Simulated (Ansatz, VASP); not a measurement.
# One calculation of CsRb2AsF6, two programs

```
Cs Rb As F
1.0
     0.00000    4.87263    4.87263
     4.87263    0.00000    4.87263
     4.87263    4.87263    0.00000
Cs Rb As F
1 2 1 6
Cartesian
  4.8726 4.8726 4.8726
  7.3089 7.3089 7.3089
  2.4363 2.4363 2.4363
  0.0000 0.0000 0.0000
  2.0725 4.8726 4.8726
  4.8726 4.8726 2.0725
  7.6728 4.8726 4.8726
  4.8726 2.0725 4.8726
  4.8726 7.6728 4.8726
  4.8726 4.8726 7.6728
```

The cell comes from a database or a generator and needn't be the stable form of this composition.

Alike in both runs: task single point; functional LDA; k mesh 3 × 3 × 3; no spin polarisation.

|  | VASP | Ansatz |
| --- | --- | --- |
| version | VASP 6.6.1 | Ansatz 0.2.0 |
| potentials or method | VASP PAW LDA potentials, release 64 (Cs_sv, Rb_sv, As, F) | plane waves, PAW |
| plane-wave cutoff (eV) | 520 | 476 |
| occupations | gaussian, width 0.01 eV | fixed |
| valence electrons in the cell | 74 | 84 |

```tsv
	VASP	Ansatz	Ansatz less VASP
gap on the k mesh at the Fermi level (eV)	3.58	3.59	+0.008
```

The two sets of potentials don't hold the same shells in valence.

Caveats: spin-orbit coupling is left out, which moves the levels of the heavy elements; an odd mesh through Γ misses points on the zone boundary, where band edges often lie. A hybrid or GW would open this gap; LDA tends to underestimate it.
